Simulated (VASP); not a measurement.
Energy against volume of ZnS (wurtzite). Method: PW91 GGA, VASP's PBE PAW potentials (set 64) (plane waves; VASP). Numerical set-up: 520 eV cut-off, 7×7×4 Γ-centred mesh, Gaussian smearing of 0.050 eV, potentials Zn S.

Shape and ions are relaxed at each volume.

| V (Å³/atom) | E (eV/atom) |
|---|---|
| 18.986 | -3.42650 |
| 19.592 | -3.44009 |
| 20.198 | -3.44437 |
| 20.804 | -3.44069 |

Task: Fit these four points and predict the energy of the run at 21.410 Å³/atom.

Result: A cubic in V^(−2/3), the third-order Birch-Murnaghan form, passes through the four points with V0 = 20.21 Å³/atom and B0 = 70 GPa, and gives -3.4302 eV/atom there. The run gave -3.4302 eV/atom, -0.0 meV/atom from the fit; all five points give B0 = 70 GPa.

The compound is ZnS in the wurtzite structure, the high-temperature form. It was relaxed first.
